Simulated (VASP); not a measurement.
Given:

```
CELL_PARAMETERS angstrom
      3.63340    -1.86263    -0.00400
      3.63340     1.86263    -0.00400
      2.68193     0.00000     3.07868
ATOMIC_POSITIONS crystal
  As 0.22731 0.22731 0.22731
  As 0.77269 0.77269 0.77269
```

Level of theory: TPSS meta-GGA, VASP's PBE PAW potentials (set 64) (plane waves; VASP). Settings: 520 eV cut-off, 12×12×12 Γ-centred mesh, first-order Methfessel-Paxton smearing of 0.10 eV, potentials As.

### Question
The ions and cell shape at fixed volume are relaxed. Predict the relaxed structure.

### Answer

```
CELL_PARAMETERS angstrom
      3.54770    -1.88846    -0.04606
      3.54770     1.88846    -0.04606
      2.58304     0.00000     3.07937
ATOMIC_POSITIONS crystal
  As 0.23012 0.23012 0.23012
  As 0.76988 0.76988 0.76988
```
Space group R-3m (166), at a tolerance of 0.03 Å.

### Question
How much energy does the relaxation gain?

### Answer
The energy (σ→0) changes by -8.4 meV/atom, in 6 ionic steps.

The compound is As in the a7 structure. This cell is one point of a volume scan, at 0.94 of the reference volume. Symmetry was kept, so distortions that lower it aren't found.
